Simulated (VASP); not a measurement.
Here is the system:

```cif
data_Ir4
_chemical_formula_sum 'Ir4'
_space_group_name_H-M_alt 'Fm-3m'
_space_group_IT_number 225
_space_group_name_Hall '-F 4 2 3'
_cell_length_a 3.87223
_cell_length_b 3.87223
_cell_length_c 3.87223
_cell_angle_alpha 90.000
_cell_angle_beta 90.000
_cell_angle_gamma 90.000
loop_
_atom_site_label
_atom_site_type_symbol
_atom_site_symmetry_multiplicity
_atom_site_Wyckoff_symbol
_atom_site_fract_x
_atom_site_fract_y
_atom_site_fract_z
_atom_site_occupancy
Ir1 Ir 4 a 0.00000 0.00000 0.00000 1
```
(The calculation used a cell of 1 atom; values per cell refer to that cell.)

Method: PBE GGA, VASP's PBE PAW potentials (set 64) (plane waves; VASP). Numerical set-up: 480 eV cut-off, 16×16×16 Γ-centred mesh, first-order Methfessel-Paxton smearing of 0.10 eV, potentials Ir.

Each relaxation starts from this cell; other phases were not tried.

Problem. The cell is relaxed at 15 GPa. What happens?

Solution. The volume per atom goes from 14.52 to 13.97 Å³ (-3.8 %), and the cell becomes a = b = c = 3.8231 Å, α = β = γ = 90.00°, space group Fm-3m.

Problem. The cell is relaxed at 30 GPa. What happens?

Solution. The volume per atom goes from 14.52 to 13.52 Å³ (-6.8 %), and the cell becomes a = 3.7819 Å, b = 3.7819 Å, c = 3.7819 Å, α = 90.00°, β = 90.00°, γ = 90.00°, space group Fm-3m.

Failed runs are left out, and for metals the shear rows, which the mesh's noise covers.

The compound is Ir in the fcc structure.
